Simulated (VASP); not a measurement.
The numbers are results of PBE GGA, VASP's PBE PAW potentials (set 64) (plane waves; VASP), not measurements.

The input files of a VASP run:

KPOINTS:
```
Automatic mesh
0
Gamma
9 9 9
0 0 0
```

POSCAR:
```
PbS
1
    0.0000000000     3.0023677505     3.0023677505
    3.0023677505    -0.0000000000     3.0023677505
    3.0023677505     3.0023677505     0.0000000000
Pb S
1 1
Direct
  0.0000000000   0.0000000000   0.0000000000
  0.5000000000   0.5000000000   0.5000000000
```

**INCAR**
```
ALGO  =  Normal
EDIFF  =  1E-7
ENCUT  =  400
GGA  =  PE
ISIF  =  2
ISMEAR  =  -5
LASPH  =  .True.
LCHARG  =  .True.
LMAXMIX  =  4
LORBIT  =  11
LREAL  =  .False.
LWAVE  =  .False.
NEDOS  =  601
NELM  =  100
PREC  =  Accurate
SYSTEM  =  PbS
```

POTCAR, in this order: Pb_d S (PBE.64 set). Program: vasp_std.

The run wrote:

OSZICAR:
```
       N       E                     dE             d eps       ncg     rms          rms(c)
DAV:   1     0.150003893898E+03    0.15000E+03   -0.84852E+03   980   0.122E+03
DAV:   2     0.405649909255E+01   -0.14595E+03   -0.14292E+03  1016   0.329E+02
DAV:   3    -0.894321696342E+01   -0.13000E+02   -0.12941E+02  1298   0.103E+02
DAV:   4    -0.927342873123E+01   -0.33021E+00   -0.33007E+00  1088   0.197E+01
DAV:   5    -0.928542499077E+01   -0.11996E-01   -0.11996E-01  1392   0.358E+00    0.437E+00
DAV:   6    -0.876444906295E+01    0.52098E+00   -0.16314E+00  1462   0.975E+00    0.311E+00
DAV:   7    -0.876614479202E+01   -0.16957E-02   -0.15229E-01  1048   0.220E+00    0.182E+00
DAV:   8    -0.876994487545E+01   -0.38001E-02   -0.16920E-02  1058   0.164E+00    0.306E-01
DAV:   9    -0.876947726268E+01    0.46761E-03   -0.34920E-03  1498   0.589E-01    0.968E-02
DAV:  10    -0.876969783283E+01   -0.22057E-03   -0.39359E-04  1016   0.130E-01    0.604E-02
DAV:  11    -0.876970294794E+01   -0.51151E-05   -0.70802E-05  1252   0.103E-01    0.141E-02
DAV:  12    -0.876970417419E+01   -0.12262E-05   -0.43812E-06  1172   0.213E-02    0.303E-03
DAV:  13    -0.876970421710E+01   -0.42905E-07   -0.17826E-07   970   0.536E-03
   1 F= -.87697042E+01 E0= -.87697042E+01  d E =0.000000E+00
```

OUTCAR:
```
------------------------ aborting loop because EDIFF is reached ----------------------------------------
  FORCE on cell =-STRESS in cart. coord.  units (eV):
  Direction    XX          YY          ZZ          XY          YZ          ZX
  --------------------------------------------------------------------------------------
  Total        0.0130618      0.0130618      0.0130618      0.0000000     -0.0000000      0.0000000
  in kB        0.3866258      0.3866258      0.3866258      0.0000000     -0.0000000      0.0000000
  external PRESSURE =       0.3866258 kB  Pullay stress =       0.0000000 kB
  volume of cell :       54.13
      direct lattice vectors                 reciprocal lattice vectors
     0.000000000  3.002367750  3.002367750    -0.166535229  0.166535229  0.166535229
     3.002367750  0.000000000  3.002367750     0.166535229 -0.166535229  0.166535229
     3.002367750  3.002367750  0.000000000     0.166535229  0.166535229 -0.166535229
  FREE ENERGIE OF THE ION-ELECTRON SYSTEM (eV)
  ---------------------------------------------------
  free  energy   TOTEN  =        -8.7697042171 eV

  energy  without entropy=       -8.7697042171  energy(sigma->0) =       -8.76970422

 total charge

# of ion       s       p       d       tot
------------------------------------------
    1        1.489   0.486   9.843  11.817
    2        1.349   2.330   0.000   3.679
--------------------------------------------------
tot          2.838   2.816   9.843  15.496
```
(Selected blocks of OUTCAR.)

The structure was generated: PbS was put into the rock salt type (Fm-3m), which need not be its known phase. It was relaxed first, which changed the volume by +36 %.
